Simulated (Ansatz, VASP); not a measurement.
# GaP in two plane-wave programs

Aim: how closely do two programs agree when they are given the same cell, functional and k mesh? The cell is taken from a series of runs on this material, whose earlier steps may have relaxed, scaled, displaced or heated it; both programs get it as it stands.

Main program and level: Ansatz 0.2.0; plane waves, with VASP 6.6.1 beside it; zone-centre phonons at RPBE.

### 1. Set-up

It takes space group F-43m (No. 216, cubic). The conventional cell has a = 5.555 Å, b = 5.555 Å, c = 5.555 Å, α = 90.00°, β = 90.00°, γ = 90.00°. Nearest to Ga lie 4 P at 2.41 Å. Nearest to P lie 4 Ga at 2.41 Å. Farther neighbours are not listed.

As a file:

```xyz
2
Lattice="0.0000 2.7775 2.7775 2.7775 0.0000 2.7775 2.7775 2.7775 0.0000" Properties=species:S:1:pos:R:3 pbc="T T T"
Ga    0.0000    0.0000    0.0000
P     1.3887    1.3887    1.3887
```

### 2. VASP: zone-centre phonons, RPBE

Second derivatives magnify differences that forces hide, and they need a tight electronic threshold.

Lines of VASP's logs that name or quote its potential files are left out, and so is its time.

The input, INCAR:

```
SYSTEM = GaP
PREC = Accurate
ENCUT = 500
EDIFF = 1E-08
NELM = 120
ISMEAR = 0
SIGMA = 0.01
LREAL = .FALSE.
ALGO = Normal
GGA = RP
NBANDS = 15
LORBIT = 11
LWAVE = .FALSE.
LCHARG = .FALSE.
ISIF = 2
IBRION = 8
LEPSILON = .TRUE.
LASPH = .TRUE.
GGA_COMPAT = .FALSE.
EFERMI = MIDGAP
KPAR = 2
```

The input, POSCAR:

```
GaP
1.0
    0.0000000000      2.7774910098      2.7774910098
    2.7774910098      0.0000000000      2.7774910098
    2.7774910098      2.7774910098      0.0000000000
Ga P
1 1
Direct
    0.0000000000      0.0000000000      0.0000000000
    0.2500000000      0.2500000000      0.2500000000
```

The input, KPOINTS:

```
Automatic mesh
0
Gamma
8 8 8
0 0 0
```

Potentials, in the order of the species: Ga_d and P (PBE family, release 64).

Run with:

```sh
mpirun -np 2 vasp_std
```

Numbers of over 12 decimals in the logs are rounded to 6 here.

The log of the run:

```text
[banner, memory and clock lines left out]
running    2 mpi-ranks, on    1 nodes
 distrk:  each k-point on    1 cores,    2 groups
 distr:  one band on    1 cores,    1 groups

 POSCAR found type information on POSCAR GaP
 POSCAR found :  2 types and       2 ions
|                                                                             |
|               ----> ADVICE to this user running VASP <----                  |
|                                                                             |
|     You enforced a specific xc type in the INCAR file but a different       |
|     [... a line on the potential file left out ...]
|     I HOPE YOU KNOW WHAT YOU ARE DOING!                                     |
|                                                                             |

 LDA part: xc-table for (Slater+PW92), standard interpolation
 POSCAR, INCAR and KPOINTS ok, starting setup
 FFT: planning ... GRIDC
 FFT: planning ... GRID_SOFT
 FFT: planning ... GRID
 WAVECAR not read
 entering main loop
       N       E                     dE             d eps       ncg     rms          rms(c)
DAV:   1     0.832897724360E+02    0.83290E+02   -0.89977E+03   878   0.165E+03
DAV:   2    -0.228840819057E+01   -0.85578E+02   -0.81675E+02  1010   0.319E+02
DAV:   3    -0.857603670301E+01   -0.62876E+01   -0.62670E+01  1080   0.685E+01
DAV:   4    -0.868214727005E+01   -0.10611E+00   -0.10609E+00  1062   0.989E+00
DAV:   5    -0.868436256289E+01   -0.22153E-02   -0.22152E-02  1139   0.123E+00    0.460E+00
DAV:   6    -0.846923854598E+01    0.21512E+00   -0.38230E-01  1326   0.102E+01    0.307E+00
DAV:   7    -0.845468747845E+01    0.14551E-01   -0.99449E-02  1139   0.209E+00    0.118E+00
DAV:   8    -0.845889231373E+01   -0.42048E-02   -0.15637E-02  1018   0.156E+00    0.179E-01
DAV:   9    -0.845999919978E+01   -0.11069E-02   -0.20280E-03  1066   0.586E-01    0.118E-01
DAV:  10    -0.846018525804E+01   -0.18606E-03   -0.17970E-04  1143   0.131E-01    0.628E-02
DAV:  11    -0.846040970036E+01   -0.22444E-03   -0.46868E-04   975   0.147E-01    0.108E-02
DAV:  12    -0.846040947350E+01    0.22685E-06   -0.83814E-06  1146   0.335E-02    0.350E-03
DAV:  13    -0.846041086672E+01   -0.13932E-05   -0.30580E-06  1031   0.131E-02    0.420E-03
DAV:  14    -0.846041105868E+01   -0.19197E-06   -0.30374E-07  1101   0.366E-03    0.266E-03
DAV:  15    -0.846041105582E+01    0.28622E-08   -0.16725E-08   975   0.119E-03
   1 F= -.84604111E+01 E0= -.84604111E+01  d E =0.000000E+00
 Linear response reoptimize wavefunctions to high precision
DAV:   1    -0.846041104207E+01    0.13754E-07   -0.69044E-09  1109   0.519E-04
DAV:   2    -0.846041104209E+01   -0.24556E-10   -0.31424E-10   652   0.128E-04
 Linear response G [H, r] |phi>, progress :
  Direction:   1
       N       E                     dE             d eps       ncg     rms
RMM:   1    -0.397199758303E+02   -0.39720E+02    0.17486E+02  1017   0.224E+02
RMM:   2    -0.482828838716E+02   -0.85629E+01   -0.67361E+00  1816   0.335E+01
RMM:   3    -0.507162198934E+02   -0.24333E+01   -0.34432E+00  1787   0.827E+00
RMM:   4    -0.505406982595E+02    0.17552E+00    0.27730E-01  1885   0.234E+00
RMM:   5    -0.505940989118E+02   -0.53401E-01   -0.11890E-01  1885   0.625E-01
RMM:   6    -0.505816191564E+02    0.12480E-01    0.16812E-02  1900   0.211E-01
RMM:   7    -0.505840334334E+02   -0.24143E-02   -0.60920E-03  1926   0.784E-02
RMM:   8    -0.505833565648E+02    0.67687E-03    0.87746E-04  1945   0.319E-02
RMM:   9    -0.505834103278E+02   -0.53763E-04    0.37339E-04  1945   0.150E-02
RMM:  10    -0.505834654193E+02   -0.55092E-04   -0.16949E-04  1909   0.874E-03
RMM:  11    -0.505834172633E+02    0.48156E-04    0.31383E-04  1742   0.594E-03
RMM:  12    -0.505834806248E+02   -0.63362E-04   -0.31930E-04  1509   0.481E-03
RMM:  13    -0.505834095058E+02    0.71119E-04    0.39197E-04  1334   0.434E-03
RMM:  14    -0.505834908612E+02   -0.81355E-04   -0.42153E-04  1138   0.406E-03
RMM:  15    -0.505835151146E+02   -0.24253E-04   -0.66405E-04  1065   0.396E-03
RMM:  16    -0.505834571773E+02    0.57937E-04   -0.84724E-05  1026   0.390E-03
RMM:  17    -0.505834443742E+02    0.12803E-04    0.43224E-05  1026   0.388E-03
 Linear response G [H, r] |phi>, progress :
  Direction:   2
       N       E                     dE             d eps       ncg     rms
RMM:   1    -0.392064410694E+02   -0.39206E+02    0.14615E+02  1030   0.224E+02
RMM:   2    -0.494046598377E+02   -0.10198E+02   -0.14375E+00  1810   0.324E+01
RMM:   3    -0.522951056915E+02   -0.28904E+01   -0.32142E+00  1761   0.794E+00
RMM:   4    -0.521261467919E+02    0.16896E+00    0.27520E-01  1861   0.239E+00
RMM:   5    -0.521800382482E+02   -0.53891E-01   -0.12002E-01  1874   0.628E-01
RMM:   6    -0.521675428833E+02    0.12495E-01    0.17087E-02  1886   0.209E-01
[...]
Linear response to external field (no local field effect), progress :
  Direction:   3
       N       E                     dE             d eps       ncg     rms          rms(c)
RMM:   1    -0.178630472645E+00   -0.17863E+00    0.17147E+00   971   0.614E+00
RMM:   2    -0.702114793582E+00   -0.52348E+00   -0.66182E-02  1725   0.150E+00
RMM:   3    -0.705063326144E+00   -0.29485E-02   -0.13369E-02  1811   0.469E-01
RMM:   4    -0.705214581955E+00   -0.15126E-03   -0.54606E-04  1842   0.123E-01
[...]
RMM:   4    -0.133761085156E+01   -0.66154E-01   -0.31736E-02  5730   0.103E+00    0.206E-01
RMM:   5    -0.136172685972E+01   -0.24116E-01   -0.24432E-03  5808   0.320E-01    0.447E-02
RMM:   6    -0.137074424326E+01   -0.90174E-02   -0.29462E-04  5998   0.125E-01    0.361E-02
RMM:   7    -0.137235970323E+01   -0.16155E-02   -0.11649E-04  5555   0.588E-02    0.372E-03
RMM:   8    -0.137293447642E+01   -0.57477E-03   -0.89449E-08  6254   0.204E-02    0.323E-03
RMM:   9    -0.137297365818E+01   -0.39182E-04   -0.58811E-06  5761   0.825E-03    0.132E-03
RMM:  10    -0.137295828072E+01    0.15377E-04    0.19678E-07  6011   0.330E-03    0.533E-04
RMM:  11    -0.137295185451E+01    0.64262E-05   -0.73237E-07  5911   0.136E-03    0.270E-04
RMM:  12    -0.137295403612E+01   -0.21816E-05    0.17597E-07  5872   0.591E-04    0.106E-04
RMM:  13    -0.137295367189E+01    0.36423E-06    0.72520E-08  4874   0.250E-04    0.149E-05
RMM:  14    -0.137295292192E+01    0.74997E-06    0.12554E-07  3526   0.127E-04    0.226E-05
RMM:  15    -0.137295254988E+01    0.37204E-06    0.18657E-07  2413   0.907E-05    0.125E-05
RMM:  16    -0.137295279624E+01   -0.24637E-06    0.89254E-08  1926   0.761E-05    0.734E-06
 change of polarisation eV/A/(eV/A) component  2 :     0.801     2.497     0.337
 dielectric tensor                  component  2 :     3.383    11.543     1.424
 Linear response to external field, progress :
  Direction:   3
       N       E                     dE             d eps       ncg     rms          rms(c)
RMM:   1    -0.201142242638E+00   -0.20114E+00    0.46299E+00  3139   0.786E+00
RMM:   2    -0.129243659924E+01   -0.10913E+01   -0.80272E-02  5668   0.177E+00    0.155E+00
RMM:   3    -0.127145397724E+01    0.20983E-01   -0.32005E-02  5748   0.102E+00    0.944E-01
RMM:   4    -0.133759309240E+01   -0.66139E-01   -0.31659E-02  5729   0.103E+00    0.206E-01
RMM:   5    -0.136183345613E+01   -0.24240E-01   -0.24427E-03  5803   0.320E-01    0.443E-02
RMM:   6    -0.137073044076E+01   -0.88970E-02   -0.29163E-04  6004   0.125E-01    0.361E-02
RMM:   7    -0.137235780190E+01   -0.16274E-02   -0.11625E-04  5553   0.589E-02    0.377E-03
RMM:   8    -0.137293021880E+01   -0.57242E-03    0.92703E-07  6242   0.204E-02    0.320E-03
RMM:   9    -0.137297300976E+01   -0.42791E-04   -0.59520E-06  5769   0.832E-03    0.129E-03
RMM:  10    -0.137295891091E+01    0.14099E-04    0.18826E-07  6027   0.331E-03    0.518E-04
RMM:  11    -0.137295217752E+01    0.67334E-05   -0.54638E-07  5899   0.136E-03    0.259E-04
RMM:  12    -0.137295455042E+01   -0.23729E-05    0.25304E-07  5851   0.591E-04    0.113E-04
RMM:  13    -0.137295411185E+01    0.43857E-06    0.19668E-07  4861   0.251E-04    0.146E-05
RMM:  14    -0.137295339654E+01    0.71531E-06    0.55583E-08  3561   0.127E-04    0.238E-05
RMM:  15    -0.137295296913E+01    0.42741E-06    0.12280E-07  2434   0.911E-05    0.117E-05
RMM:  16    -0.137295322726E+01   -0.25813E-06    0.26164E-08  1905   0.759E-05    0.729E-06
 change of polarisation eV/A/(eV/A) component  3 :     0.641     0.546     2.497
 dielectric tensor                  component  3 :     2.709     2.307    11.543
 Linear response DOF=           2
 Linear response progress:
  Degree of freedom:   1/  2
       N       E                     dE             d eps       ncg     rms          rms(c)
RMM:   1    -0.164206072027E+00   -0.16421E+00    0.38944E-02  3601   0.759E+00
RMM:   2    -0.163249595567E+00    0.95648E-03   -0.26016E-02  5437   0.136E+00    0.499E-02
RMM:   3    -0.163365435032E+00   -0.11584E-03   -0.28946E-03  5737   0.377E-01    0.392E-02
RMM:   4    -0.163062813733E+00    0.30262E-03   -0.88712E-04  5925   0.148E-01    0.918E-03
RMM:   5    -0.163027247451E+00    0.35566E-04   -0.11867E-05  6133   0.455E-02    0.369E-03
RMM:   6    -0.163034306501E+00   -0.70590E-05    0.30025E-06  5873   0.184E-02    0.829E-04
RMM:   7    -0.163044196353E+00   -0.98899E-05   -0.80558E-07  5906   0.790E-03    0.178E-04
RMM:   8    -0.163043233381E+00    0.96297E-06    0.25233E-06  6128   0.344E-03    0.671E-05
RMM:   9    -0.163043223839E+00    0.95419E-08    0.35429E-07  5959   0.155E-03    0.282E-05
RMM:  10    -0.163043180229E+00    0.43610E-07    0.11381E-07  5951   0.757E-04    0.115E-05
RMM:  11    -0.163043229218E+00   -0.48989E-07   -0.27533E-08  6155   0.385E-04    0.132E-05
RMM:  12    -0.163043262814E+00   -0.33596E-07    0.16218E-07  6028   0.210E-04    0.799E-06
RMM:  13    -0.163043278685E+00   -0.15871E-07    0.32218E-07  5935   0.126E-04    0.132E-06
RMM:  14    -0.163043297053E+00   -0.18368E-07    0.20015E-07  6261   0.858E-05    0.146E-06
RMM:  15    -0.163043312697E+00   -0.15644E-07    0.10749E-07  5658   0.649E-05    0.672E-07
RMM:  16    -0.163043320976E+00   -0.82789E-08    0.38874E-08  4843   0.559E-05    0.189E-07
 first order change of Fermi-energy  -0.97637E+00
 force on displaced ion       1 direction 1 :  -8.840  -0.000  -0.000
 Born effective charge ion    1 direction 1 :   2.274   0.000   0.000
 Linear response progress:
  Degree of freedom:   2/  2
       N       E                     dE             d eps       ncg     rms          rms(c)
RMM:   1    -0.505318170473E-01   -0.50532E-01    0.98416E-03  6308   0.168E+00
RMM:   2    -0.470932326510E-01    0.34386E-02   -0.52464E-03  5200   0.473E-01    0.118E-01
RMM:   3    -0.472306924167E-01   -0.13746E-03   -0.33124E-04  5663   0.146E-01    0.595E-02
RMM:   4    -0.476439236127E-01   -0.41323E-03   -0.28401E-05  5597   0.595E-02    0.119E-02
RMM:   5    -0.477044003086E-01   -0.60477E-04    0.22789E-06  5968   0.216E-02    0.792E-03
RMM:   6    -0.476892445110E-01    0.15156E-04   -0.72746E-07  5601   0.784E-03    0.436E-03
RMM:   7    -0.476886696695E-01    0.57484E-06   -0.96927E-07  5710   0.347E-03    0.180E-04
RMM:   8    -0.476868303979E-01    0.18393E-05   -0.60659E-09  5820   0.102E-03    0.180E-04
RMM:   9    -0.476864998234E-01    0.33057E-06    0.68854E-08  5591   0.420E-04    0.594E-05
RMM:  10    -0.476865688727E-01   -0.69049E-07    0.34068E-08  5936   0.152E-04    0.189E-05
RMM:  11    -0.476866466606E-01   -0.77788E-07   -0.36438E-10  5713   0.776E-05    0.849E-06
RMM:  12    -0.476866464729E-01    0.18768E-09   -0.16248E-09  5657   0.471E-05    0.212E-06
 first order change of Fermi-energy   0.97681E+00
 force on displaced ion       2 direction 1 :  -8.826   0.000   0.000
 Born effective charge ion    2 direction 1 :  -2.395   0.000   0.000
 Born effective charges drift removed
 Linear response finished
```

OUTCAR, selected parts (step 2):

```text
ion  position               nearest neighbor table
   1  0.000  0.000  0.000-   2 2.41   2 2.41   2 2.41   2 2.41
   2  0.250  0.250  0.250-   1 2.41   1 2.41   1 2.41   1 2.41

  LATTYP: Found a face centered cubic cell.
 ALAT       =     5.5549820196

 Subroutine GETGRP returns: Found 24 space group operations
 (whereof 24 operations were pure point group operations)

The static configuration has the point symmetry T_d .

 Found     29 irreducible k-points:

   k-points           NKPTS =     29   k-points in BZ     NKDIM =     29   number of bands    NBANDS=     15

   dimension x,y,z NGX =    30 NGY =   30 NGZ =   30
   dimension x,y,z NGXF=    60 NGYF=   60 NGZF=   60

   ENCUT  =  500.0 eV  36.75 Ry    6.06 a.u.   7.16  7.16  7.16*2*pi/ulx,y,z

   NELECT =      18.0000    total number of electrons

 k-points in reciprocal lattice and weights: Automatic mesh
   0.00000000  0.00000000  0.00000000       0.002
   0.12500000  0.00000000  0.00000000       0.016
   0.25000000  0.00000000  0.00000000       0.016
   0.37500000  0.00000000  0.00000000       0.016
   0.50000000  0.00000000  0.00000000       0.008
   0.12500000  0.12500000  0.00000000       0.012
   0.25000000  0.12500000  0.00000000       0.047
   0.37500000  0.12500000  0.00000000       0.047
   0.50000000  0.12500000  0.00000000       0.047
[...]
-0.37500000  0.50000000  0.12500000       0.023
  -0.25000000  0.50000000  0.25000000       0.012

 average (electrostatic) potential at core
       1 -65.9699       2 -83.9436

  Total       -0.0191055     -0.0191055     -0.0191055      0.0000000      0.0000000      0.0000000
  in kB       -0.7143022     -0.7143022     -0.7143022      0.0000000      0.0000000      0.0000000
  external PRESSURE =      -0.7143022 kB  Pullay stress =       0.0000000 kB

  energy-cutoff  :      500.00
  volume of cell :       42.85
      direct lattice vectors                 reciprocal lattice vectors
     0.000000000  2.777491010  2.777491010    -0.180018584  0.180018584  0.180018584
     2.777491010  0.000000000  2.777491010     0.180018584 -0.180018584  0.180018584
     2.777491010  2.777491010  0.000000000     0.180018584  0.180018584 -0.180018584

 POSITION                                       TOTAL-FORCE (eV/Angst)
 -----------------------------------------------------------------------------------
      0.00000      0.00000      0.00000         0.000000      0.000000      0.000000
      1.38875      1.38875      1.38875        -0.000000     -0.000000      0.000000
 -----------------------------------------------------------------------------------
    total drift:                                0.000000      0.000000      0.000000

 MACROSCOPIC STATIC DIELECTRIC TENSOR (including local field effects in DFT)
 ------------------------------------------------------
          11.542813     0.000000     0.000000
           0.000000    11.542813     0.000000
           0.000000    -0.000000    11.542813
 ------------------------------------------------------

 PIEZOELECTRIC TENSOR (including local field effects)  for field in x, y, z        (C/m^2)
          XX          YY          ZZ          XY          YZ          ZX
  --------------------------------------------------------------------------------
  x     0.00000     0.00000     0.00000     0.00000    -0.84765     0.00000
  y    -0.00000     0.00000     0.00000     0.00000     0.00000    -0.84765
  z     0.00000    -0.00000     0.00000    -0.84765     0.00000     0.00000

 BORN EFFECTIVE CHARGES (including local field effects) (in |e|, cummulative output)
 ---------------------------------------------------------------------------------
 ion    1
    1     2.33206    -0.00000     0.00000
    2    -0.00000     2.33206     0.00000
    3     0.00000    -0.00000     2.33206
 ion    2
    1    -2.33206     0.00000    -0.00000
    2     0.00000    -2.33206    -0.00000
    3     0.00000     0.00000    -2.33206

 Eigenvectors and eigenvalues of the dynamical matrix
 ----------------------------------------------------

   1 f  =   10.031610 THz    63.030464 2PiTHz  334.618489 cm-1    41.487386 meV
             X         Y         Z           dx          dy          dz
      0.000000  0.000000  0.000000     0.000000    0.554920    0.000000
      1.388746  1.388746  1.388746     0.000000   -0.831904    0.000000

   2 f  =   10.031610 THz    63.030464 2PiTHz  334.618489 cm-1    41.487386 meV
             X         Y         Z           dx          dy          dz
      0.000000  0.000000  0.000000    -0.554920    0.000000    0.000000
      1.388746  1.388746  1.388746     0.831904    0.000000    0.000000

   3 f  =   10.031610 THz    63.030464 2PiTHz  334.618489 cm-1    41.487386 meV
             X         Y         Z           dx          dy          dz
      0.000000  0.000000  0.000000     0.000000    0.000000   -0.554920
      1.388746  1.388746  1.388746     0.000000    0.000000    0.831904

   4 f/i=    0.003696 THz     0.023220 2PiTHz    0.123273 cm-1     0.015284 meV
             X         Y         Z           dx          dy          dz
      0.000000  0.000000  0.000000     0.831904    0.000000    0.000000
      1.388746  1.388746  1.388746     0.554920    0.000000    0.000000

   5 f/i=    0.003696 THz     0.023220 2PiTHz    0.123273 cm-1     0.015284 meV
             X         Y         Z           dx          dy          dz
      0.000000  0.000000  0.000000     0.000000   -0.831904    0.000000
      1.388746  1.388746  1.388746     0.000000   -0.554920    0.000000

   6 f/i=    0.003696 THz     0.023220 2PiTHz    0.123273 cm-1     0.015284 meV
             X         Y         Z           dx          dy          dz
      0.000000  0.000000  0.000000     0.000000    0.000000    0.831904
      1.388746  1.388746  1.388746     0.000000    0.000000    0.554920

 MACROSCOPIC STATIC DIELECTRIC TENSOR IONIC CONTRIBUTION
 ------------------------------------------------------
           2.599734    -0.000000     0.000000
          -0.000000     2.599734    -0.000000
           0.000000    -0.000000     2.599734
 ------------------------------------------------------

 ELASTIC MODULI CONTR FROM IONIC RELAXATION (kBar)
 Direction    XX          YY          ZZ          XY          YZ          ZX
 --------------------------------------------------------------------------------
 XX          -0.0000      0.0000      0.0000     -0.0000      0.0000     -0.0000
 YY           0.0000     -0.0000     -0.0000     -0.0000     -0.0000      0.0000
 ZZ           0.0000     -0.0000     -0.0000      0.0000     -0.0000     -0.0000
 XY          -0.0000     -0.0000      0.0000   -132.4885      0.0000      0.0000
 YZ           0.0000     -0.0000     -0.0000      0.0000   -132.4885      0.0000
 ZX          -0.0000      0.0000     -0.0000      0.0000      0.0000   -132.4885
 --------------------------------------------------------------------------------

 PIEZOELECTRIC TENSOR IONIC CONTR  for field in x, y, z        (C/m^2)
          XX          YY          ZZ          XY          YZ          ZX
  --------------------------------------------------------------------------------
  x    -0.00000     0.00000     0.00000     0.00000     0.55224    -0.00000
  y     0.00000    -0.00000     0.00000     0.00000    -0.00000     0.55224
  z     0.00000     0.00000    -0.00000     0.55224     0.00000    -0.00000
```

The dielectric response converges more slowly with the mesh than energies do, so tensor and charges may still move on a finer one.

(Part 1 of 2 ends here.)

[Lines on the potential files, build, host, timing and source positions are cut from VASP's logs without a mark.]

[Logs are printed without paths, hosts, clocks, repeated set-up lines and the standing remarks that a program may print on its own settings, such as how far it seeks lower states.]

[Hosts, paths, dates, database ids (printed as entryN), source tags and the programs' standing remarks are cut or masked in the printed files.]
